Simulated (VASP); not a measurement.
These are PBEsol GGA, VASP's PBE PAW potentials (set 64) (plane waves; VASP) values and carry that method's errors.

The input files of a VASP run:

KPOINTS:
```
Automatic mesh
0
Gamma
13 13 13
0 0 0
```

### INCAR
```
! general
SYSTEM  = PdP
PREC    = Accurate
ENCUT   = 400
LREAL   = .FALSE.
LASPH   = .TRUE.

! electronic loop
EDIFF   = 1E-7
NELM    = 100
ALGO    = Normal
LMAXMIX = 4

! smearing
ISMEAR  = -5

! functional
GGA     = PS

! ions
ISIF    = 2

! output
LWAVE   = .FALSE.
LCHARG  = .TRUE.
LORBIT  = 11
NEDOS   = 601
```

### POSCAR
```
PdP
1
    3.0428389852     0.0000000000     0.0000000000
    0.0000000000     3.0428389852     0.0000000000
   -0.0000000000    -0.0000000000     3.0428389852
Pd P
1 1
Direct
  0.0000000000   0.0000000000   0.0000000000
  0.5000000000   0.5000000000   0.5000000000
```

POTCAR, in this order: Pd P (PBE.64 set). Program: vasp_std.

What VASP printed:

OUTCAR:
```
 ion  position               nearest neighbor table
   1  0.000  0.000  0.000-   2 2.64   2 2.64   2 2.64   2 2.64   2 2.64   2 2.64   2 2.64   2 2.64
  LATTYP: Found a simple cubic cell.
 ALAT       =     3.0428389852
 Subroutine PRICEL returns:
 Original cell was already a primitive cell.
 Subroutine GETGRP returns: Found 48 space group operations
The static configuration has the point symmetry O_h .
The dynamic configuration has the point symmetry O_h .
 Subroutine INISYM returns: Found 48 space group operations
 Subroutine IBZKPT returns following result:
 Found     84 irreducible k-points:

 Following reciprocal coordinates:
            Coordinates               Weight
  0.000000  0.000000  0.000000      1.000000
  0.076923  0.000000  0.000000      6.000000
  0.153846  0.000000  0.000000      6.000000
  0.230769  0.000000  0.000000      6.000000
  0.307692  0.000000  0.000000      6.000000
  0.384615  0.000000  0.000000      6.000000
  0.461538  0.000000  0.000000      6.000000
  0.076923  0.076923  0.000000     12.000000
  0.153846  0.076923  0.000000     24.000000
  0.230769  0.076923  0.000000     24.000000
...
```

File OSZICAR:
```
       N       E                     dE             d eps       ncg     rms          rms(c)
DAV:   1     0.547404393979E+02    0.54740E+02   -0.59264E+03  1872   0.963E+02
DAV:   2    -0.106481571815E+02   -0.65389E+02   -0.60808E+02  2010   0.212E+02
DAV:   3    -0.124382507822E+02   -0.17901E+01   -0.17652E+01  2206   0.358E+01
DAV:   4    -0.124537910026E+02   -0.15540E-01   -0.15545E-01  2069   0.385E+00
DAV:   5    -0.124540038769E+02   -0.21287E-03   -0.21314E-03  2191   0.426E-01    0.113E+01
DAV:   6    -0.121683194063E+02    0.28568E+00   -0.32794E+00  1949   0.202E+01    0.666E+00
DAV:   7    -0.120482834237E+02    0.12004E+00   -0.52579E-01  1940   0.897E+00    0.392E+00
DAV:   8    -0.120358280914E+02    0.12455E-01   -0.41018E-02  1940   0.161E+00    0.431E-01
DAV:   9    -0.120347072696E+02    0.11208E-02   -0.22320E-03  2151   0.453E-01    0.243E-01
DAV:  10    -0.120343841685E+02    0.32310E-03   -0.52850E-04  1935   0.166E-01    0.715E-02
DAV:  11    -0.120342767785E+02    0.10739E-03   -0.21034E-04  2037   0.138E-01    0.173E-02
DAV:  12    -0.120342859386E+02   -0.91601E-05   -0.14249E-05  2037   0.415E-02    0.822E-03
DAV:  13    -0.120342876079E+02   -0.16693E-05   -0.57152E-07  2117   0.558E-03    0.505E-03
DAV:  14    -0.120342896141E+02   -0.20062E-05   -0.19441E-07  1207   0.391E-03    0.132E-03
DAV:  15    -0.120342893642E+02    0.24988E-06   -0.27900E-08   990   0.179E-03    0.591E-04
DAV:  16    -0.120342893789E+02   -0.14680E-07   -0.12935E-09   984   0.376E-04
   1 F= -.12034289E+02 E0= -.12034289E+02  d E =0.000000E+00
```

### OUTCAR
```
------------------------ aborting loop because EDIFF is reached ----------------------------------------
  FORCE on cell =-STRESS in cart. coord.  units (eV):
  Direction    XX          YY          ZZ          XY          YZ          ZX
  --------------------------------------------------------------------------------------
  Total       -0.0187949     -0.0187949     -0.0187949      0.0000000      0.0000000     -0.0000000
  in kB       -1.0688403     -1.0688403     -1.0688403      0.0000000      0.0000000     -0.0000000
  external PRESSURE =      -1.0688403 kB  Pullay stress =       0.0000000 kB
  volume of cell :       28.17
      direct lattice vectors                 reciprocal lattice vectors
     3.042838985  0.000000000  0.000000000     0.328640459  0.000000000  0.000000000
     0.000000000  3.042838985  0.000000000     0.000000000  0.328640459  0.000000000
     0.000000000  0.000000000  3.042838985     0.000000000  0.000000000  0.328640459
 POSITION                                       TOTAL-FORCE (eV/Angst)
 -----------------------------------------------------------------------------------
      0.00000      0.00000      0.00000         0.000000      0.000000      0.000000
      1.52142      1.52142      1.52142         0.000000      0.000000      0.000000
 -----------------------------------------------------------------------------------
    total drift:                                0.000000      0.000000      0.000000
  FREE ENERGIE OF THE ION-ELECTRON SYSTEM (eV)
  ---------------------------------------------------
  free  energy   TOTEN  =       -12.0342893789 eV

  energy  without entropy=      -12.0342893789  energy(sigma->0) =      -12.03428938

 total charge

# of ion       s       p       d       tot
------------------------------------------
    1        0.429   0.525   8.586   9.540
    2        1.140   1.201   0.000   2.340
--------------------------------------------------
tot          1.569   1.726   8.586  11.880
```
(Selected blocks of OUTCAR.)

File OUTCAR:
```
 val. band max:       10.7724487835   @ k =   0.3846   0.3077   0.3077

 cond. band min:      10.4714545289   @ k =   0.1538   0.1538   0.0769


 Fermi energy:        10.6810969803

 k-point     1 :       0.0000    0.0000    0.0000
  band No.  band energies     occupation
      1      -3.3321      2.00000
      2       5.7419      2.00000
      3       5.7419      2.00000
      4       8.1362      2.00000
      5       8.1362      2.00000
      6       8.1362      2.00000
      7      10.8433      0.55685
      8      10.8433      0.00193
      9      10.8433      0.00000
     10      16.1245      0.00000
     11      18.6096      0.00000

 k-point     2 :       0.0769    0.0000    0.0000
  band No.  band energies     occupation
      1      -3.2441      2.00000
      2       5.7179      2.00000
      3       5.7713      2.00000
      4       7.9696      2.00000
      5       7.9696      2.00000
      6       8.1461      2.00000
      7      10.4026      2.11874
      8      11.0823     -0.04514
      9      11.0823      0.00000
     10      16.4732      0.00000
     11      18.4960      0.00000

 k-point     3 :       0.1538    0.0000    0.0000
  band No.  band energies     occupation
      1      -2.9840      2.00000
      2       5.5565      2.00000
      3       5.8548      2.00000
      4       7.5992      2.00000
      5       7.5992      2.00000
      6       8.1737      2.00000
      7       9.5872      2.02300
      8      11.6704     -0.00114
      9      11.6704      0.00000
     10      16.9906      0.00000
     11      18.1847      0.00000

 k-point     4 :       0.2308    0.0000    0.0000
  band No.  band energies     occupation
      1      -2.5660      2.00000
      2       5.0504      2.00000
      3       5.9769      2.00000
      4       7.1972      2.00000
      5       7.1972      2.00000
      6       8.2128      2.00000
      7       9.0738      2.00000
      8      12.4316      0.00000
      9      12.4316      0.00000
...
```

For a metal the tetrahedron method with Blöchl corrections gives inexact stress and forces.

The structure was generated: PdP was put into the CsCl type type (Pm-3m), which need not be its known phase. It was relaxed first, which changed the volume by -14 %. The electron count is odd and the run is not spin-polarised, which forces a metal.
